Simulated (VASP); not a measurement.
An input for Ansatz (written as the equivalent of a VASP run, and not itself run):

Ansatz 0.2 input:
```yaml
crystal:
  lattice:
    - [3.9860204, 0.0000000, 0.0000000]
    - [-1.9930102, 3.4519956, 0.0000000]
    - [0.0000000, 0.0000000, 6.6040774]
  atoms:
    - { symbol: In, position: [0.3333330, 0.6666670, 0.0017274] }
    - { symbol: In, position: [0.6666670, 0.3333330, 0.5017274] }
    - { symbol: As, position: [0.3333330, 0.6666670, 0.3732726] }
    - { symbol: As, position: [0.6666670, 0.3333330, 0.8732726] }
kpoints:
  mp_grid: { grid: [7, 7, 4] }
hamiltonian:
  xc: pbesol
  pseudopotentials: { kind: paw }
scf:
  occupations: { method: gaussian, width: 0.05 }
  max_iter: 100
relax:
  max_steps: 40
  f_tol: 0.02
  cell: { p_target: 30 }
output: { forces: true, stress: true, eigenvalues: true }
```

Q: Write the VASP files for the same calculation (PBEsol).

A: Several could match; the one computed here: 
File POSCAR:
```
InAs
1
    3.9860204183     0.0000000000     0.0000000000
   -1.9930102090     3.4519955659     0.0000000000
    0.0000000000    -0.0000000000     6.6040774411
In As
2 2
Direct
  0.3333330000   0.6666670000   0.0017273991
  0.6666670000   0.3333330000   0.5017273991
  0.3333330000   0.6666670000   0.3732726009
  0.6666670000   0.3333330000   0.8732726009
```

**KPOINTS**
```
Automatic mesh
0
G
7 7 4
0 0 0
```

INCAR:
```
SYSTEM  =  InAs
PREC  =  Accurate; ENCUT  =  500; LREAL  =  .False.
LASPH  =  .True.
EDIFF  =  1E-6; NELM  =  100; ALGO  =  Normal
LMAXMIX  =  4
ISMEAR  =  0; SIGMA  =  0.05
GGA  =  PS
IBRION  =  2; NSW  =  40; ISIF  =  3
EDIFFG  =  -0.02; PSTRESS  =  300
LWAVE  =  .False.; LCHARG  =  .False.
```

POTCAR, in this order: In_d As (PBE.64 set). Program: vasp_std.

What does not carry over: each code has its own PAW files, so the cut-off isn't converted (ENCUT is set for VASP's; basis.ecutwfc is left out, and Ansatz then takes the one that its files recommend); Ansatz stops its SCF on the density residual and VASP on the energy change (EDIFF).

The structure was generated: InAs was put into the wurtzite type (P6_3mc), which need not be its known phase. This run relaxes it under an external pressure of 30 GPa. Symmetry was kept, so distortions that lower it aren't found.
